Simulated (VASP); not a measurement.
Runs of VASP 6.6.1 on Ta3SiO4. All rows change the cell; the cell of one of them follows. The structure is cubic, space group Pm-3m (No. 221). The conventional cell has a = 4.513 Å, b = 4.513 Å, c = 4.513 Å, α = 90.00°, β = 90.00°, γ = 90.00°. Ta (site symmetry 4/mmm) is surrounded by 6 O at 2.26 Å. Around Si (site symmetry m-3m) lie 6 O at 2.26 Å. O (site symmetry 4/mmm) is surrounded by 4 Ta at 2.26 Å and 2 Si at 2.26 Å. O (site symmetry m-3m) has 6 Ta at 2.26 Å as nearest neighbours. The cell was built by a generator and needn't be a form met in nature.

```csv
task,cell,k mesh,cutoff (eV),mesh quality,gap on the mesh (eV),pressure (GPa),relaxed volume (Å³/atom)
single point,"species swapped into the Mg3CuO4 type (Pm-3m, No. 221)",4 × 4 × 4,520,not flagged,none,0.4,-
relaxation of cell and atoms,"relaxed from: species swapped into the Mg3CuO4 type (Pm-3m, No. 221)",8 × 8 × 8,600,not flagged,none,0.0,(a)
relaxation of cell and atoms,"relaxed from: species swapped into the Mg3CuO4 type (Pm-3m, No. 221)",4 × 4 × 4,600,coarse,none,-0.1,11.52
single point,"species swapped into the Mg3CuO4 type (Pm-3m, No. 221)",8 × 8 × 8,520,not flagged,none,0.4,-
```

Alike in all rows: level PBE; potentials or basis VASP PAW PBE potentials, release 64 (Ta_pv, Si, O); no spin polarisation; smearing gaussian 0.1 eV.

**Question.** Fill in the values left out.

**Answer.** (a) 11.42.

Caveats: some runs use coarse meshes; an odd number of electrons without spin polarisation forces a metal; a magnetic or distorted state may lie lower.

A k mesh can miss the band edges, and the runs leave out spin-orbit coupling on Ta.

A gap of «none» marks a metal or a gap under the smearing width.
